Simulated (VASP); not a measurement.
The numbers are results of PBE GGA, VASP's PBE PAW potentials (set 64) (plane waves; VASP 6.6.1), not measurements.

VASP input:

File KPOINTS:
```
kpoints
0
gamma
6 6 6
0 0 0
```

**POSCAR**
```
Mo3Si
1
    4.9089629304    -0.0000000000     0.0000000000
    0.0000000000     4.9089629304     0.0000000000
   -0.0000000000     0.0000000000     4.9089629304
Si Mo
2 6
Direct
  0.5000000000   0.5000000000   0.5000000000
  0.0000000000   0.0000000000   0.0000000000
  0.2500000000   0.0000000000   0.5000000000
  0.5000000000   0.2500000000   0.0000000000
  0.5000000000   0.7500000000   0.0000000000
  0.7500000000   0.0000000000   0.5000000000
  0.0000000000   0.5000000000   0.7500000000
  0.0000000000   0.5000000000   0.2500000000
```

### INCAR
```
ALGO = Normal
EDIFF = 1E-6
EDIFFG = -0.02
ENCUT = 500
GGA = PE
IBRION = 2
ISIF = 3
ISMEAR = 1
LASPH = .True.
LCHARG = .False.
LMAXMIX = 4
LREAL = .False.
LWAVE = .False.
NELM = 100
NSW = 40
PREC = Accurate
SIGMA = 0.1
SYSTEM = Mo3Si
```

POTCAR, in this order: Si Mo_sv (PBE.64 set). Program: vasp_std.

Predict the energy per atom (σ→0), band gap (on the k-mesh).

```yaml
energy per atom (σ→0): -9.872 eV/atom
band gap (on the k-mesh): none (metal, semimetal or under 0.01 eV)
```

OSZICAR:
```
...
DAV:   7    -0.790224438338E+02    0.27266E+00   -0.87054E-01  2794   0.408E+00    0.342E+00
DAV:   8    -0.789739100578E+02    0.48534E-01   -0.12935E-01  2460   0.127E+00    0.629E-01
DAV:   9    -0.789729745581E+02    0.93550E-03   -0.70701E-03  2665   0.323E-01    0.319E-01
DAV:  10    -0.789730205482E+02   -0.45990E-04   -0.82392E-04  2700   0.181E-01    0.134E-01
DAV:  11    -0.789730351119E+02   -0.14564E-04   -0.41953E-05  2625   0.329E-02    0.256E-02
DAV:  12    -0.789730303431E+02    0.47688E-05   -0.11783E-05  2548   0.200E-02    0.345E-03
DAV:  13    -0.789730298386E+02    0.50448E-06   -0.32080E-07  1570   0.242E-03
   1 F= -.78973030E+02 E0= -.78972440E+02  d E =-.789730E+02
```

The compound is Mo3Si in the A15 structure. It was relaxed first.
